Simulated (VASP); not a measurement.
**HfO2 (space group Fm-3m): computed properties**

The numbers are results of PBEsol GGA, VASP's PBE PAW potentials (set 64) (plane waves; VASP), not measurements.

| Item | Result |
|---|---|
| space group | Fm-3m (225) |
| cell | a = b = c = 5.0202 Å, α = β = γ = 90.00° |
| volume per atom | 10.54 Å^3/atom |
| band gap (over mesh and band path) | 3.75 eV |
| smallest direct gap (over mesh and band path) | 3.75 eV |
| band-edge character without spin-orbit coupling | direct, X to X |
| band gap with spin-orbit coupling | 3.73 eV |
| density | 11.05 g/cm³ |
| mean ε∞ (DFPT) | 5.31 |
| mean ε∞ (independent particles) | 5.46 |
| mean static ε | 33.88 |
| optical Γ-point spectrum | 247 (×3), 590 (×3) cm⁻¹ |

```yaml
crystal:
  lattice:
    - [0.00000, 2.51008, 2.51008]
    - [2.51008, 0.00000, 2.51008]
    - [2.51008, 2.51008, 0.00000]
  atoms:
    - { symbol: Hf, position: [0.00000, 0.00000, 0.00000] }
    - { symbol: O, position: [0.25000, 0.25000, 0.25000] }
    - { symbol: O, position: [0.75000, 0.75000, 0.75000] }
```

Unless said otherwise, spin-orbit coupling is left out, though it shifts the bands of the heavy elements here.

The structure comes from a measured HfO2 entry (Fm-3m) of the Crystallography Open Database, whose conditions weren't checked. It was relaxed first, which changed the volume by -5 %. Symmetry was kept, so distortions that lower it aren't found.
